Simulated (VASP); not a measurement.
# NaCl: excitons from the Bethe-Salpeter equation, part 2 of 3

Wanted: the lowest vertical excitons of NaCl and its absorption. The cell is of the rock-salt type, one of the forms listed for this formula, which need not be the common one. The start is a cell from a database of measured crystal structures.

VASP 6.6.1, plane waves and PAW; the level of theory is named at each step.

So far. Step 2 (Ground state): The cell has a gap of 5.16 eV on mesh and path. Step 3 (Empty bands): WAVECAR now holds 104 bands for 16 electrons. Its independent-particle dielectric tensor has xx, yy, zz = 2.8, 2.8, 2.8 on this mesh. It isn't tested for convergence in mesh or bands and lacks local fields, and at a small direct gap a coarse mesh makes it too large, which overscreens the GW step.

The database entry behind the starting cell differs from later determinations by our own check (an axis about 0.4 % short against later determinations), so it need not match the best structure at ambient conditions.

## 4. G0W0

This step: G0W0 on PBE; plane waves and PAW (Cl_GW, Na_sv_GW) (VASP 6.6.1).

One pass of GW corrects the levels to first order, with G and W from the starting orbitals. LWAVE keeps the quasiparticle levels in WAVECAR, and the W files hold the screened interaction for the next step.

Input file INCAR:

```
SYSTEM = NaCl
PREC = Accurate
ENCUT = 400
ISMEAR = 0
SIGMA = 0.01
LREAL = .FALSE.
GGA = PE
NBANDS = 104
ALGO = EVGW0
NELMGW = 1
ENCUTGW = 100
NOMEGA = 48
PRECFOCK = Fast
NBANDSGW = 16
LWAVE = .TRUE.
LCHARG = .FALSE.
```

Input file POSCAR:

```
NaCl
1.0
    0.0000000000      2.8100000000      2.8100000000
    2.8100000000      0.0000000000      2.8100000000
    2.8100000000      2.8100000000      0.0000000000
Cl Na
1 1
Direct
    0.5000000000      0.5000000000      0.5000000000
    0.0000000000      0.0000000000      0.0000000000
```

Input file KPOINTS:

```
Automatic mesh
0
Gamma
8 8 8
0 0 0
```

The projector-augmented-wave data sets are Cl_GW and Na_sv_GW (PBE family, release 64).

Command:

```sh
$ mpirun -np 8 vasp_std
```

The program printed:

```text
[banner, memory and clock lines left out]
running    8 mpi-ranks, on    1 nodes
 distrk:  each k-point on    8 cores,    1 groups
 distr:  one band on    1 cores,    8 groups

 POSCAR found type information on POSCAR ClNa
 POSCAR found :  2 types and       2 ions
 [... a notice as in an earlier step ...]

|                                                                             |
|           W    W    AA    RRRRR   N    N  II  N    N   GGGG   !!!           |
|           W    W   A  A   R    R  NN   N  II  NN   N  G    G  !!!           |
|           W    W  A    A  R    R  N N  N  II  N N  N  G       !!!           |
|           W WW W  AAAAAA  RRRRR   N  N N  II  N  N N  G  GGG   !            |
|           WW  WW  A    A  R   R   N   NN  II  N   NN  G    G                |
|           W    W  A    A  R    R  N    N  II  N    N   GGGG   !!!           |
|                                                                             |
|     The default for ENCUTGWSOFT is different in this version of VASP.       |
|     please manually set ENCUTGWSOFT =100 in the INCAR file.                 |
|                                                                             |

 LDA part: xc-table for (Slater+PW92), standard interpolation
 found WAVECAR, reading the header
 POSCAR, INCAR and KPOINTS ok, starting setup
 FFT: planning ... GRIDC
 FFT: planning ... GRID_SOFT
 FFT: planning ... GRID
 reading WAVECAR
 the WAVECAR file was read successfully
 initial charge from wavefunction
 available memory per node:     61.41 GB, setting MAXMEM to     62882

 The Fermi energy was updated, please check that it is located mid-gap
 values below the HOMO (VB) or above the LUMO (CB) will cause erroneous energies
 E-fermi :   1.7024

 calculate exact exchange contribution
 the WAVEDER file was read successfully
energies w=
    0.000    0.000    1.581    0.000    3.157    0.000    4.722    0.000
    6.272    0.000    7.802    0.000    9.311    0.000   10.795    0.000
   12.254    0.000   13.688    0.000   15.097    0.000   16.484    0.000
   17.850    0.000   19.199    0.000   20.532    0.000   21.854    0.000
   23.169    0.000   24.480    0.000   25.792    0.000   27.110    0.000
   28.439    0.000   29.784    0.000   31.151    0.000   32.547    0.000
   33.979    0.000   35.455    0.000   36.983    0.000   38.573    0.000
   40.237    0.000   41.989    0.000   43.843    0.000   45.817    0.000
   47.934    0.000   50.219    0.000   52.702    0.000   55.423    0.000
   58.430    0.000   61.780    0.000   65.552    0.000   69.844    0.000
   74.785    0.000   80.550    0.000   87.379    0.000   95.609    0.000
  105.734    0.000  118.500    0.000  135.098    0.000  157.540    0.000
 responsefunction array rank=     120
 LDA part: xc-table for (Slater+PW92), standard interpolation

 min. memory requirement per mpi rank    376.4 MB, per node   3011.0 MB

 allocating   6 responsefunctions rank=   120
 shmem allocating  48 responsefunctions rank=   120
 response function shared by NCSHMEM nodes    1
 Doing            6  frequencies on each core in blocks of           48
NQ=   1    0.0000    0.0000    0.0000,
|.........|.........|.........|.........|.........|.........|.........|.........
 performed        882000 updates of chi_q(r,r)
 total number of BLAS operations         90.19 Gflops
NQ=   2    0.1250    0.0000    0.0000,
|.........|.........|.........|.........|.........|.........|.........|.........
 performed       2360000 updates of chi_q(r,r)
 total number of BLAS operations        225.63 Gflops
NQ=   3    0.2500    0.0000    0.0000,
|.........|.........|.........|.........|.........|.........|.........|.........
 performed       3838000 updates of chi_q(r,r)
 total number of BLAS operations        339.24 Gflops
NQ=   4    0.3750    0.0000    0.0000,
|.........|.........|.........|.........|.........|.........|.........|.........
 performed       5316000 updates of chi_q(r,r)
 total number of BLAS operations        455.17 Gflops
NQ=   5    0.5000    0.0000    0.0000,
|.........|.........|.........|.........|.........|.........|.........|.........
 performed       6461000 updates of chi_q(r,r)
 total number of BLAS operations        562.10 Gflops
NQ=   6    0.1250    0.1250    0.0000,
|.........|.........|.........|.........|.........|.........|.........|.........
 performed       7789000 updates of chi_q(r,r)
 total number of BLAS operations        679.30 Gflops
NQ=   7    0.2500    0.1250    0.0000,
|.........|.........|.........|.........|.........|.........|.........|.........
 performed       9946000 updates of chi_q(r,r)
 total number of BLAS operations        855.38 Gflops
NQ=   8    0.3750    0.1250    0.0000,
|.........|.........|.........|.........|.........|.........|.........|.........
 performed      12103000 updates of chi_q(r,r)
 total number of BLAS operations       1027.99 Gflops
NQ=   9    0.5000    0.1250    0.0000,
|.........|.........|.........|.........|.........|.........|.........|.........
 performed      14260000 updates of chi_q(r,r)
 total number of BLAS operations       1204.06 Gflops
NQ=  10   -0.3750    0.1250    0.0000,
|.........|.........|.........|.........|.........|.........|.........|.........
 performed      16417000 updates of chi_q(r,r)
 total number of BLAS operations       1380.13 Gflops
NQ=  11   -0.2500    0.1250    0.0000,
|.........|.........|.........|.........|.........|.........|.........|.........
 performed      18574000 updates of chi_q(r,r)
 total number of BLAS operations       1552.74 Gflops
NQ=  12   -0.1250    0.1250    0.0000,
|.........|.........|.........|.........|.........|.........|.........|.........
 performed      20285000 updates of chi_q(r,r)
 total number of BLAS operations       1676.32 Gflops
NQ=  13    0.2500    0.2500    0.0000,
|.........|.........|.........|.........|.........|.........|.........|.........
 performed      21613000 updates of chi_q(r,r)
 total number of BLAS operations       1784.77 Gflops
NQ=  14    0.3750    0.2500    0.0000,
|.........|.........|.........|.........|.........|.........|.........|.........
 performed      23770000 updates of chi_q(r,r)
 total number of BLAS operations       1957.37 Gflops
NQ=  15    0.5000    0.2500    0.0000,
|.........|.........|.........|.........|.........|.........|.........|.........
 performed      25927000 updates of chi_q(r,r)
 total number of BLAS operations       2129.98 Gflops
NQ=  16   -0.3750    0.2500    0.0000,
|.........|.........|.........|.........|.........|.........|.........|.........
 performed      28084000 updates of chi_q(r,r)
 total number of BLAS operations       2302.58 Gflops
NQ=  17   -0.2500    0.2500    0.0000,
|.........|.........|.........|.........|.........|.........|.........|.........
 performed      29795000 updates of chi_q(r,r)
 total number of BLAS operations       2431.42 Gflops
NQ=  18    0.3750    0.3750    0.0000,
|.........|.........|.........|.........|.........|.........|.........|.........
 performed      31123000 updates of chi_q(r,r)
 total number of BLAS operations       2537.73 Gflops
NQ=  19    0.5000    0.3750    0.0000,
|.........|.........|.........|.........|.........|.........|.........|.........
 performed      33280000 updates of chi_q(r,r)
 total number of BLAS operations       2713.81 Gflops
NQ=  20   -0.3750    0.3750    0.0000,
|.........|.........|.........|.........|.........|.........|.........|.........
 performed      34991000 updates of chi_q(r,r)
 total number of BLAS operations       2853.49 Gflops
NQ=  21    0.5000    0.5000    0.0000,
|.........|.........|.........|.........|.........|.........|.........|.........
 performed      36060000 updates of chi_q(r,r)
 total number of BLAS operations       2925.89 Gflops
NQ=  22    0.3750    0.2500    0.1250,
|.........|.........|.........|.........|.........|.........|.........|.........
 performed      38237000 updates of chi_q(r,r)
 total number of BLAS operations       3093.20 Gflops
NQ=  23    0.5000    0.2500    0.1250,
|.........|.........|.........|.........|.........|.........|.........|.........
 performed      40727000 updates of chi_q(r,r)
 total number of BLAS operations       3288.46 Gflops
NQ=  24   -0.3750    0.2500    0.1250,
|.........|.........|.........|.........|.........|.........|.........|.........
 performed      42711000 updates of chi_q(r,r)
 total number of BLAS operations       3453.64 Gflops
NQ=  25    0.5000    0.3750    0.1250,
|.........|.........|.........|.........|.........|.........|.........|.........
 performed      44888000 updates of chi_q(r,r)
 total number of BLAS operations       3634.88 Gflops
NQ=  26   -0.3750    0.3750    0.1250,
|.........|.........|.........|.........|.........|.........|.........|.........
 performed      47378000 updates of chi_q(r,r)
 total number of BLAS operations       3842.16 Gflops
NQ=  27   -0.2500    0.3750    0.1250,
|.........|.........|.........|.........|.........|.........|.........|.........
 performed      49342000 updates of chi_q(r,r)
 total number of BLAS operations       3999.32 Gflops
NQ=  28   -0.3750    0.5000    0.1250,
|.........|.........|.........|.........|.........|.........|.........|.........
 performed      51053000 updates of chi_q(r,r)
 total number of BLAS operations       4147.42 Gflops
NQ=  29   -0.2500    0.5000    0.2500,
|.........|.........|.........|.........|.........|.........|.........|.........
 performed      52385000 updates of chi_q(r,r)
 total number of BLAS operations       4254.00 Gflops
 resolving degeneracies of screened two electron integrals

 calculate QP shifts <psi_nk| G(iteration)W_0 |psi_nk>: iteration 1
 writing wavefunctions
 entering main loop
```

The job ended after 7.6 min (8 MPI ranks of Intel Xeon Platinum 8259CL at 2.50GHz (Skylake/Cascade Lake), shared host; peak memory 3.4 GiB).

From OUTCAR (step 4):

```text
The static configuration has the point symmetry O_h .

 Found     29 irreducible k-points:

   k-points           NKPTS =     29   k-points in BZ     NKDIM =    512   number of bands    NBANDS=    104

   NELECT =      16.0000    total number of electrons

 E-fermi :   1.7024

 QP shifts <psi_nk| G(iteration)W_0 |psi_nk>: iteration 1
 for sc-GW calculations column KS-energies equals QP-energies in previous step
 and V_xc(KS)=  KS-energies - (<T + V_ion + V_H > + <T+V_H+V_ion>^1  + <V_x>^1)
 k-point   1 :       0.0000    0.0000    0.0000
  band No.  KS-energies  QP-energies   sigma(KS)   V_xc(KS)     V^pw_x(r,r')   Z            occupation Imag(sigma)
    ...
      5     -13.5585     -14.9461     -16.9076     -14.9637     -24.2365       0.7138       2.0000       1.6815
      6      -0.8754      -2.6653     -16.7745     -14.5356     -18.8592       0.7994       2.0000       0.1825
      7      -0.8754      -2.6653     -16.7745     -14.5356     -18.8592       0.7994       2.0000       0.1825
      8      -0.8754      -2.6653     -16.7745     -14.5356     -18.8592       0.7994       2.0000       0.1825
      9       4.2803       5.2247      -7.0585      -8.1647      -4.1317       0.8538       0.0000      -0.1501
     10      10.1739      11.4787      -6.7615      -8.3076      -3.5279       0.8439       0.0000      -0.1968
     11      10.1739      11.4787      -6.7615      -8.3076      -3.5279       0.8439       0.0000      -0.1968
     12      10.1739      11.4787      -6.7615      -8.3076      -3.5279       0.8439       0.0000      -0.1968
    ...

 k-point   2 :       0.1250    0.0000    0.0000
  band No.  KS-energies  QP-energies   sigma(KS)   V_xc(KS)     V^pw_x(r,r')   Z            occupation Imag(sigma)
    ...
      5     -13.5104     -14.8934     -16.9667     -15.0303     -24.2870       0.7142       2.0000       1.6655
      6      -1.2490      -3.0852     -16.2628     -13.9520     -18.3399       0.7946       2.0000       0.1897
      7      -0.9170      -2.7162     -16.7310     -14.4789     -18.8214       0.7989       2.0000       0.1837
      8      -0.9170      -2.7162     -16.7310     -14.4789     -18.8214       0.7989       2.0000       0.1837
      9       4.7796       5.7675      -7.4201      -8.5811      -4.4914       0.8509       0.0000      -0.1535
     10       9.6562      10.8406      -6.6068      -8.0129      -3.3981       0.8423       0.0000      -0.1984
     11      10.3656      11.6888      -6.8473      -8.4192      -3.5845       0.8417       0.0000      -0.2017
     12      10.3656      11.6888      -6.8473      -8.4192      -3.5845       0.8417       0.0000      -0.2017
    ...

 k-point   3 :       0.2500    0.0000    0.0000
  band No.  KS-energies  QP-energies   sigma(KS)   V_xc(KS)     V^pw_x(r,r')   Z            occupation Imag(sigma)
    ...
      5     -13.3912     -14.7611     -17.1149     -15.1986     -24.4149       0.7149       2.0000       1.6266
      6      -1.9871      -3.9556     -15.5539     -13.0753     -17.7003       0.7942       2.0000       0.2140
      7      -1.0141      -2.8351     -16.6333     -14.3508     -18.7371       0.7978       2.0000       0.1864
      8      -1.0141      -2.8351     -16.6333     -14.3508     -18.7371       0.7978       2.0000       0.1864
      9       5.7530       6.7929      -7.5276      -8.7554      -4.5388       0.8470       0.0000      -0.1638
     10       9.1300      10.2998      -6.9984      -8.3945      -3.7813       0.8379       0.0000      -0.2036
     11      10.4574      11.8551      -7.2271      -8.8920      -3.9444       0.8395       0.0000      -0.2046
     12      10.4574      11.8551      -7.2271      -8.8920      -3.9444       0.8395       0.0000      -0.2046
    ...

[... 7 parts as in an earlier step ...]

[... 5 further parts left out ...]
```

This step gave:

```yaml
quasiparticle_gap_on_the_mesh: 7.890 eV
smallest_direct_quasiparticle_gap_on_the_mesh: 7.890 eV
gap_of_the_starting_orbitals_on_the_mesh: 5.156 eV
```

GW takes the gap from 5.156 to 7.890 eV. The value holds for 104 bands, ENCUTGW = 100 eV and this mesh, and isn't shown to be converged in them.

(Continued in part 3 of 3.)

[Lines on the potential files, build, host, timing and source positions are cut from VASP's logs without a mark.]

[Logs are printed without paths, hosts, clocks, repeated set-up lines and the standing remarks that a program may print on its own settings, such as how far it seeks lower states.]

[Hosts, paths, dates, database ids (printed as entryN), source tags and the programs' standing remarks are cut or masked in the printed files.]

[Pressures printed for these runs are not shown converged in the cutoff: they can be off by several GPa and have the wrong sign.]

[In band tables of VASP the shares of atoms and orbitals are scaled to a sum of 1 inside the atoms' spheres.]
